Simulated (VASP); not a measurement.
Level of theory: revTPSS meta-GGA, VASP's PBE PAW potentials (set 64) (plane waves; VASP).

The input files of a VASP run:

File KPOINTS:
```
Automatic mesh
0
Gamma
9 9 3
0 0 0
```

### INCAR
```
ALGO = Normal
EDIFF = 1E-6
EDIFFG = -0.02
ENCUT = 520
IBRION = 2
ISIF = 3
ISMEAR = 0
LASPH = T
LCHARG = F
LMIXTAU = T
LREAL = F
LWAVE = F
METAGGA = RTPSS
NELM = 100
NSW = 60
PREC = Accurate
SIGMA = 0.05
SYSTEM = BN
```

**POSCAR**
```
BN
1
    1.2556743637    -2.1748921880    -0.0000000000
    1.2556743637     2.1748921880     0.0000000000
   -0.0000000000     0.0000000000     7.0088702790
B N
2 2
Direct
  0.3333330000   0.6666670000   0.2500000000
  0.6666670000   0.3333330000   0.7500000000
  0.6666670000   0.3333330000   0.2500000000
  0.3333330000   0.6666670000   0.7500000000
```

POTCAR, in this order: B N (PBE.64 set). Program: vasp_std.

What VASP printed:

File OSZICAR:
```
...
DAV:  16    -0.399262607304E+02   -0.44013E-02   -0.66492E-03   684   0.838E-01    0.306E+00
DAV:  17    -0.395936469872E+02    0.33261E+00   -0.43395E+04   576   0.616E+05    0.265E+00
DAV:  18    -0.393834821585E+02    0.21016E+00   -0.72168E+03   576   0.141E+05    0.215E+00
DAV:  19    -0.399521391781E+02   -0.56866E+00   -0.34804E+00   576   0.281E+01    0.198E+00
DAV:  20    -0.399555490477E+02   -0.34099E-02   -0.10998E-02   608   0.107E+00    0.187E+00
DAV:  21    -0.399566982774E+02   -0.11492E-02   -0.20543E-04   752   0.196E-01    0.185E+00
DAV:  22    -0.399493291477E+02    0.73691E-02   -0.61959E-03   576   0.106E+00    0.149E+00
DAV:  23    -0.399439373214E+02    0.53918E-02   -0.56545E-03   644   0.736E-01    0.121E+00
DAV:  24    -0.399416993492E+02    0.22380E-02   -0.24427E-03   648   0.451E-01    0.100E+00
DAV:  25    -0.399403165282E+02    0.13828E-02   -0.12480E-03   684   0.326E-01    0.810E-01
DAV:  26    -0.399390005848E+02    0.13159E-02   -0.15538E-03   692   0.365E-01    0.629E-01
DAV:  27    -0.399370554633E+02    0.19451E-02   -0.43320E-03   692   0.559E-01    0.242E-01
DAV:  28    -0.399370233404E+02    0.32123E-04   -0.54340E-04   700   0.215E-01    0.124E-01
DAV:  29    -0.399370491185E+02   -0.25778E-04   -0.52169E-05   696   0.685E-02    0.105E-01
DAV:  30    -0.399370772628E+02   -0.28144E-04   -0.15964E-04   652   0.117E-01    0.491E-02
DAV:  31    -0.399370937791E+02   -0.16516E-04   -0.34048E-05   704   0.524E-02    0.233E-02
DAV:  32    -0.399370999913E+02   -0.62122E-05   -0.34009E-06   616   0.213E-02    0.170E-02
DAV:  33    -0.399371046808E+02   -0.46895E-05   -0.11896E-06   476   0.138E-02    0.142E-02
DAV:  34    -0.399371059286E+02   -0.12478E-05   -0.40210E-07   392   0.810E-03    0.127E-02
DAV:  35    -0.399371092283E+02   -0.32997E-05   -0.73169E-07   400   0.917E-03    0.113E-02
DAV:  36    -0.399371118387E+02   -0.26104E-05   -0.74781E-07   412   0.844E-03    0.980E-03
DAV:  37    -0.399371132718E+02   -0.14331E-05   -0.31605E-07   396   0.535E-03    0.909E-03
DAV:  38    -0.399371165075E+02   -0.32356E-05   -0.46746E-07   464   0.690E-03    0.801E-03
DAV:  39    -0.399371213970E+02   -0.48895E-05   -0.36977E-06   604   0.180E-02    0.484E-03
DAV:  40    -0.399371228462E+02   -0.14492E-05   -0.14898E-06   636   0.112E-02    0.313E-03
DAV:  41    -0.399371230422E+02   -0.19602E-06   -0.37431E-07   400   0.553E-03
   1 F= -.39937123E+02 E0= -.39937123E+02  d E =-.399371E+02
       N       E                     dE             d eps       ncg     rms          rms(c)
DAV:   1    -0.399374227131E+02   -0.29987E-03   -0.76977E-03   592   0.786E-01    0.820E-02
DAV:   2    -0.399372732256E+02    0.14949E-03   -0.35506E-04   624   0.170E-01    0.333E-02
DAV:   3    -0.399372511525E+02    0.22073E-04   -0.77732E-05   700   0.724E-02    0.109E-02
DAV:   4    -0.399372459768E+02    0.51756E-05   -0.11366E-05   684   0.387E-02    0.496E-03
DAV:   5    -0.399372410165E+02    0.49603E-05   -0.15143E-05   620   0.452E-02    0.303E-03
DAV:   6    -0.399372530086E+02   -0.11992E-04   -0.47079E-06   612   0.256E-02    0.122E-03
DAV:   7    -0.399372528913E+02    0.11729E-06   -0.31064E-07   360   0.580E-03
   2 F= -.39937253E+02 E0= -.39937253E+02  d E =-.129849E-03
       N       E                     dE             d eps       ncg     rms          rms(c)
DAV:   1    -0.399390198231E+02   -0.17668E-02   -0.68606E-02   600   0.234E+00    0.246E-01
DAV:   2    -0.399376578678E+02    0.13620E-02   -0.31994E-03   612   0.509E-01    0.988E-02
DAV:   3    -0.399374492351E+02    0.20863E-03   -0.70233E-04   696   0.217E-01    0.329E-02
DAV:   4    -0.399374058821E+02    0.43353E-04   -0.10433E-04   672   0.117E-01    0.150E-02
DAV:   5    -0.399373589889E+02    0.46893E-04   -0.13870E-04   608   0.136E-01    0.919E-03
DAV:   6    -0.399374684993E+02   -0.10951E-03   -0.43915E-05   604   0.778E-02    0.372E-03
DAV:   7    -0.399374681475E+02    0.35182E-06   -0.33703E-06   644   0.179E-02
   3 F= -.39937468E+02 E0= -.39937468E+02  d E =-.345105E-03
       N       E                     dE             d eps       ncg     rms          rms(c)
DAV:   1    -0.399375057864E+02   -0.37287E-04   -0.34928E-04   580   0.165E-01    0.139E-02
DAV:   2    -0.399374996418E+02    0.61446E-05   -0.10045E-05   652   0.291E-02    0.651E-03
DAV:   3    -0.399374983826E+02    0.12593E-05   -0.35802E-06   704   0.149E-02    0.216E-03
DAV:   4    -0.399374984052E+02   -0.22561E-07   -0.31380E-07   328   0.599E-03
   4 F= -.39937498E+02 E0= -.39937498E+02  d E =-.302577E-04
       N       E                     dE             d eps       ncg     rms          rms(c)
DAV:   1    -0.399376574252E+02   -0.15904E-03   -0.30834E-03   576   0.488E-01    0.433E-02
DAV:   2    -0.399375947453E+02    0.62680E-04   -0.10170E-04   632   0.914E-02    0.194E-02
DAV:   3    -0.399375819542E+02    0.12791E-04   -0.26974E-05   688   0.453E-02    0.687E-03
DAV:   4    -0.399375792655E+02    0.26887E-05   -0.95762E-06   648   0.327E-02    0.338E-03
DAV:   5    -0.399375804266E+02   -0.11611E-05   -0.10117E-05   592   0.349E-02    0.233E-03
DAV:   6    -0.399375853077E+02   -0.48811E-05   -0.20794E-06   424   0.167E-02    0.740E-04
DAV:   7    -0.399375854667E+02   -0.15900E-06   -0.49759E-07   340   0.690E-03
   5 F= -.39937585E+02 E0= -.39937585E+02  d E =-.117319E-03
       N       E                     dE             d eps       ncg     rms          rms(c)
DAV:   1    -0.399380429654E+02   -0.45766E-03   -0.12345E-02   576   0.977E-01    0.856E-02
DAV:   2    -0.399377974401E+02    0.24553E-03   -0.38654E-04   620   0.178E-01    0.390E-02
DAV:   3    -0.399377456892E+02    0.51751E-04   -0.11063E-04   692   0.893E-02    0.135E-02
DAV:   4    -0.399377358491E+02    0.98401E-05   -0.29767E-05   640   0.579E-02    0.624E-03
DAV:   5    -0.399377356081E+02    0.24098E-06   -0.33927E-05   596   0.645E-02    0.430E-03
DAV:   6    -0.399377551088E+02   -0.19501E-04   -0.87242E-06   608   0.331E-02    0.120E-03
DAV:   7    -0.399377551050E+02    0.37173E-08   -0.78436E-07   452   0.873E-03
   6 F= -.39937755E+02 E0= -.39937755E+02  d E =-.286958E-03
       N       E                     dE             d eps       ncg     rms          rms(c)
DAV:   1    -0.399392076169E+02   -0.14525E-02   -0.49247E-02   576   0.195E+00    0.171E-01
DAV:   2    -0.399382165059E+02    0.99111E-03   -0.15541E-03   620   0.357E-01    0.779E-02
DAV:   3    -0.399380079632E+02    0.20854E-03   -0.43853E-04   692   0.178E-01    0.270E-02
DAV:   4    -0.399379718701E+02    0.36093E-04   -0.12226E-04   632   0.117E-01    0.127E-02
DAV:   5    -0.399379692250E+02    0.26452E-05   -0.14024E-04   596   0.130E-01    0.900E-03
DAV:   6    -0.399380480369E+02   -0.78812E-04   -0.35889E-05   596   0.666E-02    0.240E-03
DAV:   7    -0.399380479253E+02    0.11162E-06   -0.37442E-06   660   0.178E-02
   7 F= -.39938048E+02 E0= -.39938048E+02  d E =-.579778E-03
       N       E                     dE             d eps       ncg     rms          rms(c)
DAV:   1    -0.399431106106E+02   -0.50626E-02   -0.19534E-01   576   0.388E+00    0.341E-01
DAV:   2    -0.399391789767E+02    0.39316E-02   -0.61093E-03   620   0.708E-01    0.155E-01
DAV:   3    -0.399383330164E+02    0.84596E-03   -0.17698E-03   692   0.356E-01    0.535E-02
DAV:   4    -0.399381912208E+02    0.14180E-03   -0.47092E-04   636   0.230E-01    0.249E-02
DAV:   5    -0.399381695712E+02    0.21650E-04   -0.54832E-04   592   0.258E-01    0.176E-02
DAV:   6    -0.399384902558E+02   -0.32068E-03   -0.14274E-04   596   0.133E-01    0.481E-03
DAV:   7    -0.399384894566E+02    0.79918E-06   -0.15010E-05   656   0.357E-02    0.496E-03
DAV:   8    -0.399384924259E+02   -0.29693E-05   -0.51535E-06   616   0.244E-02    0.111E-03
DAV:   9    -0.399384948857E+02   -0.24598E-05   -0.82066E-07   448   0.122E-02    0.888E-04
DAV:  10    -0.399384945763E+02    0.30936E-06   -0.19672E-07   368   0.610E-03
   8 F= -.39938495E+02 E0= -.39938495E+02  d E =-.102643E-02
```

File OUTCAR:
```
------------------------ aborting loop because EDIFF is reached ----------------------------------------
  FORCE on cell =-STRESS in cart. coord.  units (eV):
  Direction    XX          YY          ZZ          XY          YZ          ZX
  --------------------------------------------------------------------------------------
  Total       -0.0076316     -0.0076316      0.0589379     -0.0000000      0.0000000      0.0000000
  in kB       -0.3142115     -0.3142116      2.4266083     -0.0000000      0.0000000      0.0000000
  external PRESSURE =       0.5993951 kB  Pullay stress =       0.0000000 kB
  volume of cell :       38.91
      direct lattice vectors                 reciprocal lattice vectors
     1.255778797 -2.175073072  0.000000000     0.398159295 -0.229877334 -0.000000000
     1.255778797  2.175073072  0.000000000     0.398159295  0.229877334  0.000000000
    -0.000000000 -0.000000000  7.123417431    -0.000000000  0.000000000  0.140382058
  FREE ENERGIE OF THE ION-ELECTRON SYSTEM (eV)
  ---------------------------------------------------
  free  energy   TOTEN  =       -39.9384945763 eV

  energy  without entropy=      -39.9384945763  energy(sigma->0) =      -39.93849458

 reached required accuracy - stopping structural energy minimisation
```
(Selected blocks of OUTCAR.)

### CONTCAR
```
BN
   1.00000000000000
     1.2557787968038268   -2.1750730715355751    0.0000000000000000
     1.2557787968038268    2.1750730715355751    0.0000000000000000
    -0.0000000000000000   -0.0000000000000000    7.1234174311891394
  B               N
     2     2
Direct
     0.3333330000000032    0.6666669999999968    0.2500000000000000
     0.6666669999999968    0.3333330000000032    0.7500000000000000
     0.6666669999999968    0.3333330000000032    0.2500000000000000
     0.3333330000000032    0.6666669999999968    0.7500000000000000
```

Without a dispersion term in the relaxation, distances and binding between the weakly bound layers, chains or molecules are unreliable, and so is what depends on them.

The compound is BN in the hex structure. This run relaxes it. Symmetry was kept, so distortions that lower it aren't found. The start is the result of an earlier pass.
